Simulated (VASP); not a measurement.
OSZICAR of a VASP run on Te (space group C2/m):

### OSZICAR
```
       N       E                     dE             d eps       ncg     rms          rms(c)
DAV:   1    -0.371582040887E+01   -0.37158E+01   -0.58230E+03  2418   0.909E+02
DAV:   2    -0.750101593756E+02   -0.71294E+02   -0.68711E+02  3286   0.150E+02
DAV:   3    -0.790078713073E+02   -0.39977E+01   -0.39441E+01  2998   0.386E+01
DAV:   4    -0.790597528228E+02   -0.51882E-01   -0.51844E-01  2646   0.560E+00
DAV:   5    -0.790607915445E+02   -0.10387E-02   -0.10386E-02  2924   0.806E-01    0.110E+01
DAV:   6    -0.766219726963E+02    0.24388E+01   -0.23278E-01  2418   0.470E+00    0.823E+00
DAV:   7    -0.745998981173E+02    0.20221E+01   -0.11285E+00  2438   0.697E+00    0.618E+00
DAV:   8    -0.759801496396E+02   -0.13803E+01   -0.74487E-01  2418   0.649E+00    0.110E+00
DAV:   9    -0.759959348665E+02   -0.15785E-01   -0.22223E-02  2603   0.113E+00    0.541E-01
DAV:  10    -0.759959510241E+02   -0.16158E-04   -0.58747E-04  2618   0.187E-01    0.428E-01
DAV:  11    -0.759970239360E+02   -0.10729E-02   -0.58535E-04  2438   0.215E-01    0.123E-01
DAV:  12    -0.759975852217E+02   -0.56129E-03   -0.13076E-03  2418   0.381E-01    0.225E-02
DAV:  13    -0.759979240010E+02   -0.33878E-03   -0.26254E-04  2418   0.160E-01    0.488E-02
DAV:  14    -0.759979320283E+02   -0.80273E-05   -0.75492E-06  2693   0.212E-02    0.248E-02
DAV:  15    -0.759979063550E+02    0.25673E-04   -0.10721E-05  2428   0.274E-02    0.916E-03
DAV:  16    -0.759979370164E+02   -0.30661E-04   -0.12974E-05  2418   0.359E-02    0.232E-03
DAV:  17    -0.759979373983E+02   -0.38188E-06   -0.33219E-07  1209   0.593E-03
   1 F= -.75997937E+02 E0= -.75997955E+02  d E =-.759979E+02
       N       E                     dE             d eps       ncg     rms          rms(c)
DAV:   1    -0.760745925168E+02   -0.76656E-01   -0.31890E+00  2423   0.905E+00    0.225E+00
DAV:   2    -0.760412118329E+02    0.33381E-01   -0.11670E-01  2468   0.223E+00    0.964E-01
DAV:   3    -0.760164234300E+02    0.24788E-01   -0.30243E-02  2438   0.959E-01    0.673E-01
DAV:   4    -0.760118469525E+02    0.45765E-02   -0.93729E-03  2493   0.522E-01    0.748E-01
DAV:   5    -0.760116968522E+02    0.15010E-03   -0.41720E-04  2728   0.172E-01    0.508E-01
DAV:   6    -0.760116859509E+02    0.10901E-04   -0.60921E-04  2423   0.199E-01    0.249E-02
DAV:   7    -0.760118108586E+02   -0.12491E-03   -0.10544E-04  2418   0.110E-01    0.692E-03
DAV:   8    -0.760118191463E+02   -0.82877E-05   -0.98456E-06  2506   0.331E-02    0.728E-03
DAV:   9    -0.760118201254E+02   -0.97912E-06   -0.47873E-06  2448   0.243E-02
   2 F= -.76011820E+02 E0= -.76011854E+02  d E =-.138827E-01
       N       E                     dE             d eps       ncg     rms          rms(c)
DAV:   1    -0.760319447642E+02   -0.20126E-01   -0.51851E-01  2423   0.371E+00    0.923E-01
DAV:   2    -0.760263340753E+02    0.56107E-02   -0.17420E-02  2483   0.873E-01    0.387E-01
DAV:   3    -0.760219928763E+02    0.43412E-02   -0.62642E-03  2418   0.427E-01    0.228E-01
DAV:   4    -0.760216295792E+02    0.36330E-03   -0.88632E-04  2538   0.174E-01    0.232E-01
DAV:   5    -0.760215381601E+02    0.91419E-04   -0.96408E-05  3030   0.903E-02    0.811E-02
DAV:   6    -0.760216299947E+02   -0.91835E-04   -0.11060E-04  2428   0.103E-01    0.152E-02
DAV:   7    -0.760216576497E+02   -0.27655E-04   -0.19038E-05  2423   0.480E-02    0.342E-03
DAV:   8    -0.760216584745E+02   -0.82483E-06   -0.18397E-06  1876   0.150E-02
   3 F= -.76021658E+02 E0= -.76021690E+02  d E =-.237211E-01
       N       E                     dE             d eps       ncg     rms          rms(c)
DAV:   1    -0.760226095966E+02   -0.95195E-03   -0.30567E-02  2418   0.992E-01    0.111E-01
DAV:   2    -0.760226628547E+02   -0.53258E-04   -0.10799E-03  2633   0.218E-01    0.415E-02
DAV:   3    -0.760226773186E+02   -0.14464E-04   -0.51264E-05  2723   0.555E-02    0.237E-02
DAV:   4    -0.760226716026E+02    0.57161E-05   -0.24730E-05  2528   0.326E-02    0.137E-02
DAV:   5    -0.760226706619E+02    0.94064E-06   -0.84576E-06  2473   0.264E-02
   4 F= -.76022671E+02 E0= -.76022699E+02  d E =-.101219E-02
       N       E                     dE             d eps       ncg     rms          rms(c)
DAV:   1    -0.760237009140E+02   -0.10293E-02   -0.18366E-01  2418   0.243E+00    0.277E-01
DAV:   2    -0.760240265827E+02   -0.32567E-03   -0.64955E-03  2648   0.533E-01    0.102E-01
DAV:   3    -0.760241109632E+02   -0.84381E-04   -0.30953E-04  2713   0.136E-01    0.574E-02
DAV:   4    -0.760240821798E+02    0.28783E-04   -0.14886E-04  2543   0.804E-02    0.348E-02
DAV:   5    -0.760240851458E+02   -0.29660E-05   -0.52366E-05  2473   0.653E-02    0.130E-02
DAV:   6    -0.760240988047E+02   -0.13659E-04   -0.15696E-05  2468   0.392E-02    0.338E-03
DAV:   7    -0.760241018867E+02   -0.30820E-05   -0.19717E-06  1704   0.140E-02    0.172E-03
DAV:   8    -0.760241021254E+02   -0.23872E-06   -0.44131E-07  1269   0.679E-03
   5 F= -.76024102E+02 E0= -.76024127E+02  d E =-.244365E-02
       N       E                     dE             d eps       ncg     rms          rms(c)
DAV:   1    -0.760241664552E+02   -0.64568E-04   -0.40759E-02  2418   0.114E+00    0.130E-01
DAV:   2    -0.760242401221E+02   -0.73667E-04   -0.14408E-03  2643   0.251E-01    0.477E-02
DAV:   3    -0.760242600455E+02   -0.19923E-04   -0.68008E-05  2718   0.637E-02    0.270E-02
DAV:   4    -0.760242535583E+02    0.64872E-05   -0.32664E-05  2543   0.383E-02    0.155E-02
DAV:   5    -0.760242523039E+02    0.12544E-05   -0.11227E-05  2463   0.306E-02    0.709E-03
DAV:   6    -0.760242558210E+02   -0.35171E-05   -0.40414E-06  2448   0.207E-02    0.198E-03
DAV:   7    -0.760242571917E+02   -0.13707E-05   -0.68311E-07  1219   0.879E-03    0.104E-03
DAV:   8    -0.760242573579E+02   -0.16618E-06   -0.15655E-07  1209   0.373E-03
   6 F= -.76024257E+02 E0= -.76024283E+02  d E =-.259888E-02
       N       E                     dE             d eps       ncg     rms          rms(c)
DAV:   1    -0.760249067651E+02   -0.64957E-03   -0.61632E-02  2443   0.142E+00    0.177E-01
DAV:   2    -0.760245628198E+02    0.34395E-03   -0.26254E-03  2558   0.342E-01    0.733E-02
DAV:   3    -0.760243985091E+02    0.16431E-03   -0.29644E-04  2658   0.115E-01    0.411E-02
DAV:   4    -0.760243511699E+02    0.47339E-04   -0.13192E-04  2548   0.710E-02    0.271E-02
DAV:   5    -0.760243508107E+02    0.35918E-06   -0.11945E-05  2688   0.268E-02    0.145E-02
DAV:   6    -0.760243501822E+02    0.62855E-06   -0.84280E-06  2578   0.257E-02
   7 F= -.76024350E+02 E0= -.76024407E+02  d E =-.928243E-04
       N       E                     dE             d eps       ncg     rms          rms(c)
DAV:   1    -0.760245626886E+02   -0.21188E-03   -0.11385E-02  2443   0.611E-01    0.752E-02
DAV:   2    -0.760244927044E+02    0.69984E-04   -0.49865E-04  2553   0.151E-01    0.317E-02
DAV:   3    -0.760244658275E+02    0.26877E-04   -0.58377E-05  2638   0.518E-02    0.172E-02
DAV:   4    -0.760244564164E+02    0.94111E-05   -0.23193E-05  2583   0.299E-02    0.123E-02
DAV:   5    -0.760244580000E+02   -0.15836E-05   -0.33077E-06  2346   0.133E-02    0.679E-03
DAV:   6    -0.760244587188E+02   -0.71878E-06   -0.54763E-07  1219   0.648E-03
   8 F= -.76024459E+02 E0= -.76024502E+02  d E =-.201361E-03
       N       E                     dE             d eps       ncg     rms          rms(c)
DAV:   1    -0.760245939081E+02   -0.13591E-03   -0.10743E-02  2418   0.604E-01    0.679E-02
DAV:   2    -0.760246247371E+02   -0.30829E-04   -0.45484E-04  2648   0.139E-01    0.228E-02
DAV:   3    -0.760246341411E+02   -0.94040E-05   -0.21380E-05  2678   0.372E-02    0.142E-02
DAV:   4    -0.760246349126E+02   -0.77150E-06   -0.49543E-06  2668   0.175E-02
   9 F= -.76024635E+02 E0= -.76024658E+02  d E =-.176194E-03
```

Problem. Which electronic solver shows in the log?

Solution. It is blocked Davidson (ALGO = Normal, or the opening steps of other solvers). The INCAR had ALGO = Normal.

Problem. Can the final energy be trusted as converged?

Solution. The run converged. It stopped with EDIFF = 1E-6, NELM = 100, NSW = 60 and EDIFFG = -0.02 after 9 ionic steps (r2SCAN meta-GGA, plane waves, VASP's PBE PAW potentials (set 64)). Energy and stress use the plane-wave basis of the starting cell.

The structure comes from a computed database's Te entry (C2/m); how it stands against other phases isn't given here. This run relaxes it. Symmetry was kept, so distortions that lower it aren't found. The start is the result of an earlier pass.
